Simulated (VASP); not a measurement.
The system is SnO (Romarchite).

```
Sn O
1.0
     3.79860    0.00000    0.00000
     0.00000    3.79860    0.00000
     0.00000    0.00000    4.84080
Sn O
2 2
Cartesian
  1.8993 0.0000 1.1468
  0.0000 1.8993 3.6940
  0.0000 0.0000 0.0000
  1.8993 1.8993 0.0000
```

- Program: VASP 6.6.1
- Task: relaxation of cell and atoms
- Functional: PBE
- Dispersion: D3(BJ)
- Potentials or basis: VASP PAW PBE potentials, release 64 (Sn_d, O)
- Cutoff: 600 eV
- k mesh: 8 × 8 × 6
- Occupations: gaussian, width 0.03 eV
- Spin: no spin polarisation

At the start: pressure 2.8 GPa; volume 17.46 Å³/atom.

Question: Where does the relaxation end?

Answer: Over 15 steps the energy falls by 7.0 meV/atom and the volume is 17.39 Å³/atom (-0.4 %); space group P4/nmm (No. 129, to 0.05 Å).

Step by step:
| step | energy change (eV) | largest force (eV/Å) | pressure (GPa) | volume (Å³) |
| --- | --- | --- | --- | --- |
| 1 | 0.0000 | 0.5986 | 2.85 | 69.85 |
| 2 | 0.0007 | 0.5050 | -2.93 | 73.04 |
| 3 | -0.0222 | 0.0328 | -0.21 | 71.39 |
| 4 | -0.0222 | 0.0443 | -0.09 | 71.36 |
| 5 | -0.0234 | 0.0545 | -0.12 | 71.24 |
| 6 | -0.0256 | 0.0856 | -0.12 | 70.88 |
| 7 | -0.0239 | 0.1446 | -0.08 | 70.13 |
| 8 | -0.0259 | 0.1072 | -0.12 | 70.66 |
| 9 | -0.0269 | 0.0494 | -0.19 | 70.42 |
| 10 | -0.0275 | 0.0452 | -0.41 | 69.97 |
| 11 | -0.0279 | 0.0041 | 0.09 | 69.37 |
| 12 | -0.0280 | 0.0122 | -0.01 | 69.50 |
| 13 | -0.0280 | 0.0142 | -0.05 | 69.53 |
| 14 | -0.0280 | 0.0153 | -0.02 | 69.52 |
| 15 | -0.0280 | 0.0041 | -0.02 | 69.55 |

Final structure:
```
CELL_PARAMETERS angstrom
3.83538 0.00000 0.00000
0.00000 3.83538 0.00000
0.00000 0.00000 4.72805
ATOMIC_POSITIONS crystal
Sn 0.50000 0.00000 0.24596
Sn 0.00000 0.50000 0.75404
O 0.00000 0.00000 0.00000
O 0.50000 0.50000 0.00000
```

Caveat: pairwise dispersion overbinds metals, which lowers pressure and volume.
